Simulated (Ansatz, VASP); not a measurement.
C18Se: VASP beside Ansatz

```
CELL_PARAMETERS angstrom
7.39800 0.00000 0.00000
-3.69900 6.40686 0.00000
0.00000 0.00000 12.00000
ATOMIC_POSITIONS crystal
C 0.99327 0.00032 0.10329
C 0.22247 0.11487 0.10334
C 0.99506 0.33389 0.07695
C 0.22076 0.44672 0.07695
C 0.99505 0.66852 0.07697
C 0.22076 0.78133 0.07695
C 0.33104 0.99908 0.08378
C 0.55279 0.11248 0.07891
C 0.33106 0.33927 0.08380
C 0.55282 0.44763 0.07894
C 0.33173 0.66951 0.07472
C 0.55225 0.77978 0.07856
C 0.66296 0.00269 0.07892
C 0.88472 0.11612 0.08378
C 0.66354 0.33541 0.07854
C 0.88408 0.44572 0.07473
C 0.66299 0.66758 0.07896
C 0.88475 0.77597 0.08380
Se 0.10815 0.05745 0.27062
```

Alike in both runs: functional PBE; k mesh 2 × 2 × 1; occupations gaussian, width 0.02 eV; no spin polarisation.

Ansatz relaxed the structure, and its values are those at the end. VASP's run is a single point on that final structure, the one shown.

```csv
,VASP,Ansatz
version,VASP 6.6.1,Ansatz 0.2.0
potentials or method,"VASP PAW PBE potentials, release 64 (C, Se)","scalar-relativistic, plane waves, PAW"
plane-wave cutoff (eV),520,420
valence electrons in the cell,78,88
```

```tsv
	VASP	Ansatz	Ansatz less VASP
rms of the force components (eV/Å)	0.006	0.004	-0.0023
```

With one functional, cell and mesh, what is left measures potentials, basis and numerics. The two sets of potentials don't hold the same shells in valence.

Caveats: the k mesh is coarse (spacing up to 0.49 Å⁻¹), so the values aren't converged. A hybrid or GW would open this gap; PBE tends to underestimate it.
